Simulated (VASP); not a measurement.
The system is Al2SiF2.

```xyz
5
Lattice="3.6046 0.0000 0.0000 -1.8023 3.1217 0.0000 0.0000 0.0000 6.8021" Properties=species:S:1:pos:R:3 pbc="T T T"
Al    1.8023    1.0406    0.0000
Al    0.0000    2.0811    3.4011
Si    1.8023    1.0406    3.4011
F     1.8023    1.0406    4.6358
F     1.8023    1.0406    2.1664
```

The cell was built by a generator and needn't be a form met in nature.

* Program: VASP 6.6.1
* Task: relaxation of cell and atoms
* Functional: PBE
* Potentials or basis: VASP PAW PBE potentials, release 64 (Al, Si, F)
* Cutoff: 520 eV
* k mesh: 5 × 5 × 2
* Occupations: gaussian, width 0.15 eV
* Spin: no spin polarisation

At the start: pressure 103.8 GPa; volume 15.31 Å³/atom.

Problem. Where does the relaxation end?

Solution. Over 14 steps the energy falls by 3690.7 meV/atom and the volume is 22.95 Å³/atom (+49.9 %); space group P-6m2 (No. 187, to 0.05 Å).

The path:
| step | energy change (eV) | largest force (eV/Å) | pressure (GPa) | volume (Å³) |
| --- | --- | --- | --- | --- |
| 1 | 0.0000 | 38.6440 | 103.78 | 76.54 |
| 2 | 309.5917 | 534.2325 | 97.48 | 226.20 |
| 3 | 6.5089 | 37.5948 | 68.13 | 93.46 |
| 4 | 32.9175 | 2.1665 | -43.24 | 252.73 |
| 5 | -13.0654 | 0.8736 | -16.40 | 148.84 |
| 6 | -15.8313 | 3.3039 | -2.43 | 131.83 |
| 7 | -15.9428 | 5.0933 | 2.16 | 127.33 |
| 8 | -16.8171 | 4.7808 | 5.70 | 119.91 |
| 9 | -17.2616 | 5.2774 | 12.93 | 107.28 |
| 10 | -18.0719 | 1.3280 | 5.05 | 109.75 |
| 11 | -18.2013 | 0.6491 | 2.88 | 110.79 |
| 12 | -18.2797 | 0.3090 | 0.01 | 112.89 |
| 13 | -18.3700 | 0.2292 | -0.23 | 113.51 |
| 14 | -18.4533 | 0.0725 | -0.44 | 114.76 |

Final structure:
```
Al Si F
1.0
     4.11103    0.00000    0.00000
    -2.05551    3.56025    0.00000
     0.00000    0.00000    7.84103
Al Si F
2 1 2
Direct
  0.66667 0.33333 0.00000
  0.33333 0.66667 0.50000
  0.66667 0.33333 0.50000
  0.66667 0.33333 0.76992
  0.66667 0.33333 0.23008
```

Caveat: the k mesh is coarse (spacing up to 0.46 Å⁻¹), so the values aren't converged; the volume moved by over 15 % at a fixed basis, so the end points are rough.
